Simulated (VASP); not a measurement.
Level of theory: PBEsol GGA, VASP's PBE PAW potentials (set 64) (plane waves; VASP 6.6.1).

VASP input:

File KPOINTS:
```
Automatic mesh
0
Gamma
5 5 5
0 0 0
```

INCAR:
```
ALGO = Normal
EDIFF = 1E-6
ENCUT = 300
GGA = PS
ISIF = 2
ISMEAR = 0
LASPH = .TRUE.
LCHARG = .FALSE.
LMAXMIX = 4
LREAL = .FALSE.
LWAVE = .FALSE.
NELM = 100
PREC = Accurate
SIGMA = 0.272
SYSTEM = TiGe2
```

**POSCAR**
```
TiGe2
4.3796050
  0.0000000000   0.9838752582   1.0000000000
  0.5736247904   0.0000000000   1.0000000000
  0.5736247904   0.9838752582   0.0000000000
Ti Ge
2 4
Cartesian
  0.8604371855   1.4758128872   1.5000000000
  0.5736247904   0.9838752582   1.0000000000
  0.2868123952   0.1625952252   0.5000000000
  0.2868123952   0.8212800330   0.5000000000
  0.5736247904   0.3293424039   1.0000000000
  0.5736247904   1.6384081124   1.0000000000
```

POTCAR, in this order: Ti_sv Ge_d (PBE.64 set). Program: vasp_std.

What VASP printed:

**OUTCAR**
```
 ion  position               nearest neighbor table
   1  0.750  0.750  0.750-   6 2.62   5 2.62   6 2.62   5 2.62   3 2.87   4 2.87   4 2.90   4 2.90
                             3 2.90   3 2.90
   2  0.500  0.500  0.500-   3 2.62   4 2.62   3 2.62   4 2.62   5 2.87   6 2.87   5 2.90   5 2.90
                             6 2.90   6 2.90
   3  0.083  0.417  0.083-   2 2.62   2 2.62   5 2.63   5 2.63   1 2.87   4 2.88   4 2.89   4 2.89
                             1 2.90   1 2.90
   4  0.417  0.083  0.417-   2 2.62   2 2.62   6 2.63   6 2.63   1 2.87   3 2.88   3 2.89   3 2.89
                             1 2.90   1 2.90
   5  0.167  0.833  0.167-   1 2.62   1 2.62   3 2.63   3 2.63   2 2.87   6 2.88   6 2.89   6 2.89
                             2 2.90   2 2.90
   6  0.833  0.167  0.833-   1 2.62   1 2.62   4 2.63   4 2.63   2 2.87   5 2.88   5 2.89   5 2.89
                             2 2.90   2 2.90
  LATTYP: Found a face centered orthorhombic cell.
 ALAT       =     5.0245000000
 B/A-ratio  =     1.7151895711
 C/A-ratio  =     1.7432998308
 Subroutine PRICEL returns:
 Original cell was already a primitive cell.
 Subroutine GETGRP returns: Found  8 space group operations
The static configuration has the point symmetry D_2 .
 The point group associated with its full space group is D_2h.
The dynamic configuration has the point symmetry D_2 .
 Subroutine INISYM returns: Found  8 space group operations
 Subroutine IBZKPT returns following result:
 Found     27 irreducible k-points:

 Following reciprocal coordinates:
            Coordinates               Weight
  0.000000  0.000000  0.000000      1.000000
  0.200000 -0.000000 -0.000000      8.000000
  0.400000 -0.000000 -0.000000      8.000000
  0.200000  0.200000  0.000000      2.000000
  0.400000  0.200000 -0.000000      8.000000
 -0.400000  0.200000  0.000000      8.000000
 -0.200000  0.200000  0.000000      4.000000
  0.400000  0.400000  0.000000      2.000000
 -0.400000  0.400000  0.000000      4.000000
  0.200000  0.000000  0.200000      2.000000
  0.400000 -0.000000  0.200000      8.000000
 -0.400000  0.000000  0.200000      8.000000
 -0.200000  0.000000  0.200000      4.000000
  0.000000  0.200000  0.200000      2.000000
  0.400000  0.200000  0.200000      4.000000
 -0.400000  0.200000  0.200000      8.000000
 -0.200000  0.200000  0.200000      8.000000
 -0.400000  0.400000  0.200000      4.000000
 -0.200000  0.400000  0.200000      4.000000
  0.400000 -0.400000  0.200000      4.000000
  0.400000 -0.200000  0.200000      4.000000
  0.400000  0.000000  0.400000      2.000000
 -0.400000  0.000000  0.400000      4.000000
 -0.400000  0.200000  0.400000      4.000000
 -0.200000  0.200000  0.400000      4.000000
  0.000000  0.400000  0.400000      2.000000
 -0.200000  0.400000  0.400000      4.000000
   k-points           NKPTS =     27   k-points in BZ     NKDIM =     27   number of bands    NBANDS=     48
   number of dos      NEDOS =    301   number of ions     NIONS =      6
   total plane-waves  NPLWV =  30240
   dimension x,y,z NGX =    36 NGY =   30 NGZ =   28
   dimension x,y,z NGXF=    72 NGYF=   60 NGZF=   56
   ions per type =               2   4
   PREC   = accura    normal or accurate (medium, high low for compatibility)
   ISTART =      0    job   : 0-new  1-cont  2-samecut
   ICHARG =      2    charge: 1-file 2-atom 10-const
   ISPIN  =      1    spin polarized calculation?
   LNONCOLLINEAR =      F non collinear calculations
   LSORBIT =      F    spin-orbit coupling
   INIWAV =      1    electr: 0-lowe 1-rand  2-diag
   ENCUT  =  300.0 eV  22.05 Ry    4.70 a.u.   8.68  7.13  7.04*2*pi/ulx,y,z
   NELM   =    100;   NELMIN=  2; NELMDL= -5     # of ELM steps
   EDIFF  = 0.1E-05   stopping-criterion for ELM
   LREAL  =      F    real-space projection
   NLSPLINE    = F    spline interpolate recip. space projectors
   LMAXMIX     =    4 max onsite mixed and CHGCAR
...
```

### OSZICAR
```
       N       E                     dE             d eps       ncg     rms          rms(c)
DAV:   1     0.737440013866E+03    0.73744E+03   -0.27839E+04  3208   0.317E+03
DAV:   2     0.928981966552E+02   -0.64454E+03   -0.62387E+03  2592   0.745E+02
DAV:   3    -0.323447230959E+02   -0.12524E+03   -0.12202E+03  3200   0.211E+02
DAV:   4    -0.429968484451E+02   -0.10652E+02   -0.10534E+02  3584   0.616E+01
DAV:   5    -0.434932026237E+02   -0.49635E+00   -0.49593E+00  3400   0.113E+01    0.162E+01
DAV:   6    -0.405749700477E+02    0.29182E+01   -0.35874E+01  3576   0.281E+01    0.703E+00
DAV:   7    -0.396446352929E+02    0.93033E+00   -0.99741E+00  3208   0.170E+01    0.396E+00
DAV:   8    -0.395209852493E+02    0.12365E+00   -0.10974E+00  2968   0.618E+00    0.932E-01
DAV:   9    -0.395125754986E+02    0.84098E-02   -0.14951E-01  3024   0.312E+00    0.456E-01
DAV:  10    -0.395131498005E+02   -0.57430E-03   -0.98775E-03  3272   0.598E-01    0.211E-01
DAV:  11    -0.395130665691E+02    0.83231E-04   -0.15488E-03  3264   0.236E-01    0.604E-02
DAV:  12    -0.395130444626E+02    0.22106E-04   -0.20622E-04  3448   0.141E-01    0.177E-02
DAV:  13    -0.395130398834E+02    0.45792E-05   -0.20875E-05  2872   0.264E-02    0.644E-03
DAV:  14    -0.395130393706E+02    0.51279E-06   -0.27071E-06  2208   0.140E-02
   1 F= -.39513039E+02 E0= -.39461882E+02  d E =-.102314E+00
```

OUTCAR:
```
------------------------ aborting loop because EDIFF is reached ----------------------------------------
  FORCE on cell =-STRESS in cart. coord.  units (eV):
  Direction    XX          YY          ZZ          XY          YZ          ZX
  --------------------------------------------------------------------------------------
  Total       -2.1017286     -2.5135741     -1.5700459      0.0000000      0.0000000      0.0000000
  in kB      -35.5127607    -42.4716855    -26.5289561      0.0000000      0.0000000      0.0000000
  external PRESSURE =     -34.8378008 kB  Pullay stress =       0.0000000 kB
  volume of cell :       94.82
      direct lattice vectors                 reciprocal lattice vectors
     0.000000000  4.308985000  4.379605000    -0.199024779  0.116036607  0.114165547
     2.512250000  0.000000000  4.379605000     0.199024779 -0.116036607  0.114165547
     2.512250000  4.308985000  0.000000000     0.199024779  0.116036607 -0.114165547
 POSITION                                       TOTAL-FORCE (eV/Angst)
 -----------------------------------------------------------------------------------
      3.76837      6.46348      6.56941         0.000000     -0.000000      0.000000
      2.51225      4.30898      4.37960        -0.000000     -0.000000     -0.000000
      1.25612      0.71210      2.18980        -0.000000     -0.037797      0.000000
      1.25612      3.59688      2.18980        -0.000000      0.037797      0.000000
      2.51225      1.44239      4.37960         0.000000      0.037797     -0.000000
      2.51225      7.17558      4.37960         0.000000     -0.037797     -0.000000
 -----------------------------------------------------------------------------------
    total drift:                                0.000000      0.000000      0.000000
  FREE ENERGIE OF THE ION-ELECTRON SYSTEM (eV)
  ---------------------------------------------------
  free  energy   TOTEN  =       -39.5130393706 eV

  energy  without entropy=      -39.4107251620  energy(sigma->0) =      -39.46188227
```
(Selected blocks of OUTCAR.)

At this cut-off the stress carries a Pulay error, which pulls relaxed volumes low.

The structure comes from a computed database's TiGe2 entry (Fddd); how it stands against other phases isn't given here. The cell was not relaxed at this level. The k-mesh is coarse (spacing up to 0.32 per Å, 2π included), so the numbers may not be converged in it. The run is one of a series of settings (GGA = PS, POTCAR Ti_sv Ge_d (PBE.64 set) against the base run), some of them coarse on purpose.
